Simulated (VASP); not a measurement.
OSZICAR of a VASP run on SiRu₂ (space group P6_3/mmc):

File OSZICAR:
```
       N       E                     dE             d eps       ncg     rms          rms(c)
DAV:   1     0.521872276102E+03    0.52187E+03   -0.27454E+04  1276   0.120E+03
DAV:   2    -0.270854145100E+02   -0.54896E+03   -0.53017E+03  1218   0.427E+02
DAV:   3    -0.485085281298E+02   -0.21423E+02   -0.20533E+02  1334   0.829E+01
DAV:   4    -0.488848322893E+02   -0.37630E+00   -0.37532E+00  1300   0.100E+01
DAV:   5    -0.488962912779E+02   -0.11459E-01   -0.11458E-01  1392   0.160E+00    0.420E+01
DAV:   6    -0.468825374101E+02    0.20138E+01   -0.13054E+01  1242   0.257E+01    0.158E+01
DAV:   7    -0.481056503784E+02   -0.12231E+01   -0.12294E+01  1314   0.306E+01    0.137E+01
DAV:   8    -0.464182754823E+02    0.16874E+01   -0.45748E+00  1294   0.189E+01    0.494E+00
DAV:   9    -0.464211902463E+02   -0.29148E-02   -0.20525E-01  1286   0.283E+00    0.125E+00
DAV:  10    -0.464154620855E+02    0.57282E-02   -0.20872E-02  1240   0.167E+00    0.415E-01
DAV:  11    -0.464161069012E+02   -0.64482E-03   -0.55306E-03  1238   0.612E-01    0.255E-01
DAV:  12    -0.464153491139E+02    0.75779E-03   -0.17853E-03  1244   0.403E-01    0.356E-02
DAV:  13    -0.464153475349E+02    0.15790E-05   -0.86992E-05  1308   0.554E-02    0.192E-02
DAV:  14    -0.464153473744E+02    0.16049E-06   -0.30985E-06  1046   0.134E-02
   1 F= -.46415347E+02 E0= -.46408619E+02  d E =-.134562E-01
```

Which electronic solver shows in the log?

It is blocked Davidson (ALGO = Normal, or the opening steps of other solvers). The INCAR had ALGO = Normal.

Can the final energy be trusted as converged?

The calculation finished and met its thresholds. It stopped with EDIFF = 1E-6, NELM = 100 (PBE GGA, plane waves, VASP's PBE PAW potentials (set 64)).

The structure was generated: SiRu2 was put into an ordered model structure, which need not be its known phase. The cell was not relaxed at this level. The k-mesh is coarse (spacing up to 0.36 per Å, 2π included), so the numbers may not be converged in it.
